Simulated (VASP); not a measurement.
These are PBE GGA, VASP's PBE PAW potentials (set 64) (plane waves; VASP 6.6.1) values and carry that method's errors.

A VASP calculation is set up with these files.

### INCAR
```
! general
SYSTEM   =  Ba
PREC     =  Accurate
ENCUT    =  480
LREAL    =  .FALSE.
LASPH    =  .TRUE.

! electronic loop
EDIFF    =  1E-7
NELM     =  100
ALGO     =  Normal
LMAXMIX  =  4

! smearing
ISMEAR   =  1
SIGMA    =  0.1

! functional
GGA      =  PE

! ions
IBRION   =  2
NSW      =  40
ISIF     =  3
EDIFFG   =  -0.01
PSTRESS  =  20

! output
LWAVE    =  .FALSE.
LCHARG   =  .FALSE.
```

**POSCAR**
```
Ba
1
   -2.3747297250     2.3747297250     2.3747297250
    2.3747297250    -2.3747297250     2.3747297250
    2.3747297250     2.3747297250    -2.3747297250
Ba
1
Direct
  0.0000000000   1.0000000000   0.0000000000
```

File KPOINTS:
```
Automatic mesh
0
Gamma
10 10 10
0 0 0
```

POTCAR, in this order: Ba_sv (PBE.64 set). Program: vasp_std.

The resulting files:

**OSZICAR**
```
       N       E                     dE             d eps       ncg     rms          rms(c)
DAV:   1     0.552705884232E+02    0.55271E+02   -0.42941E+03   846   0.879E+02
DAV:   2     0.124099790602E+00   -0.55146E+02   -0.54419E+02  1015   0.151E+02
DAV:   3    -0.180959140042E+01   -0.19337E+01   -0.19222E+01  1055   0.325E+01
DAV:   4    -0.185580741308E+01   -0.46216E-01   -0.46137E-01  1289   0.439E+00
DAV:   5    -0.185621537726E+01   -0.40796E-03   -0.40796E-03  1153   0.287E-01    0.203E+00
DAV:   6    -0.185217183283E+01    0.40435E-02   -0.47849E-03  1223   0.737E-01    0.119E+00
DAV:   7    -0.185048906226E+01    0.16828E-02   -0.91553E-03  1011   0.107E+00    0.509E-02
DAV:   8    -0.185069494569E+01   -0.20588E-03   -0.44263E-04  1204   0.148E-01    0.260E-02
DAV:   9    -0.185070319940E+01   -0.82537E-05   -0.15630E-05  1061   0.333E-02    0.486E-03
DAV:  10    -0.185070285839E+01    0.34101E-06   -0.88256E-07  1270   0.831E-03    0.343E-03
DAV:  11    -0.185070248382E+01    0.37458E-06   -0.33799E-07   959   0.797E-03    0.432E-04
DAV:  12    -0.185070251966E+01   -0.35844E-07   -0.64130E-09   555   0.685E-04
   1 F= -.11820169E+01 E0= -.11816348E+01  d E =-.118202E+01
```

OUTCAR:
```
------------------------ aborting loop because EDIFF is reached ----------------------------------------
  FORCE on cell =-STRESS in cart. coord.  units (eV):
  Direction    XX          YY          ZZ          XY          YZ          ZX
  --------------------------------------------------------------------------------------
  Total        0.6693780      0.6693780      0.6693780      0.0000000      0.0000000     -0.0000000
  in kB       20.0207087     20.0207087     20.0207087      0.0000000      0.0000000     -0.0000000
  external PRESSURE =       0.0207087 kB  Pullay stress =      20.0000000 kB
  volume of cell :       53.57
      direct lattice vectors                 reciprocal lattice vectors
    -2.374729725  2.374729725  2.374729725     0.000000000  0.210550276  0.210550276
     2.374729725 -2.374729725  2.374729725     0.210550276  0.000000000  0.210550276
     2.374729725  2.374729725 -2.374729725     0.210550276  0.210550276  0.000000000
 POSITION                                       TOTAL-FORCE (eV/Angst)
 -----------------------------------------------------------------------------------
      0.00000      0.00000      0.00000         0.000000      0.000000     -0.000000
 -----------------------------------------------------------------------------------
    total drift:                                0.000000     -0.000000      0.000000
  FREE ENERGIE OF THE ION-ELECTRON SYSTEM (eV)
  ---------------------------------------------------
  free  energy   TOTEN  =        -1.8507025197 eV

  energy  without entropy=       -1.8495560156  energy(sigma->0) =       -1.85032035
  enthalpy is  TOTEN    =        -1.1820169211 eV   P V=        0.6686855985

 reached required accuracy - stopping structural energy minimisation
```
(Selected blocks of OUTCAR.)

The compound is Ba in the bcc structure. It was relaxed first under an external pressure of 2 GPa.
